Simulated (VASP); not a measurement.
An input for Quantum ESPRESSO's pw.x (written as the equivalent of a VASP run, and not itself run):

```
&CONTROL
  calculation = 'vc-relax'
  pseudo_dir = './pseudo'
  outdir = './out'
  tprnfor = .true.
  tstress = .true.
  nstep = 60
  forc_conv_thr = 0.00039
/
&SYSTEM
  ibrav = 0
  nat = 2
  ntyp = 2
  ecutwfc = 92
  occupations = 'smearing'
  smearing = 'gaussian'
  degauss = 0.003675
  input_dft = 'pbesol'
/
&ELECTRONS
  conv_thr = 7.3e-08
  electron_maxstep = 100
/
&IONS
/
&CELL
/
ATOMIC_SPECIES
  N 14.007 N.upf
  Cu 63.546 Cu.upf
CELL_PARAMETERS angstrom
     0.0000000    1.9988290    1.9988290
     1.9988290    0.0000000    1.9988290
     1.9988290    1.9988290    0.0000000
ATOMIC_POSITIONS crystal
  N    0.0000000  0.0000000  0.0000000
  Cu   0.5000000  0.5000000  0.5000000
K_POINTS automatic
  10 10 10 0 0 0
```

**Question.** Write the VASP files for the same calculation (PBEsol).

**Answer.** Several could match; the one computed here: 
**INCAR**
```
# general
SYSTEM  = CuN
PREC    = Accurate
ENCUT   = 520
LREAL   = F   # projection in real space or not
LASPH   = T   # aspherical one-centre terms

# electronic loop
EDIFF   = 1E-6   # SCF stop (eV)
NELM    = 100   # most electronic steps
ALGO    = Normal   # blocked Davidson
LMAXMIX = 4   # l cut-off of mixed one-centre charges

# smearing
ISMEAR  = 0
SIGMA   = 0.05   # width (eV)

# functional
GGA     = PS   # PBEsol

# ions
IBRION  = 2
NSW     = 60
ISIF    = 3
EDIFFG  = -0.01   # ionic stop

# output
LWAVE   = F
LCHARG  = F
```

File POSCAR:
```
CuN
1
    0.0000000000     1.9988290000     1.9988290000
    1.9988290000     0.0000000000     1.9988290000
    1.9988290000     1.9988290000     0.0000000000
N Cu
1 1
Direct
  0.0000000000   0.0000000000   0.0000000000
  0.5000000000   0.5000000000   0.5000000000
```

File KPOINTS:
```
K-points
0
Gamma
  10 10 10
```

POTCAR, in this order: N Cu (PBE.64 set). Program: vasp_std.

The two are equivalent in intent, not identical: the potentials are each code's own (VASP's PAW set, PseudoDojo norm-conserving files in pw.x), so ENCUT and ecutwfc are chosen apart and not converted; conv_thr bounds pw.x's estimated SCF error, while EDIFF bounds the energy change between steps; forc_conv_thr acts on force components and is met together with etot_conv_thr.

The structure was generated: CuN was put into the rocksalt type (Fm-3m), which need not be its known phase. This run relaxes it. Symmetry was kept, so distortions that lower it aren't found.
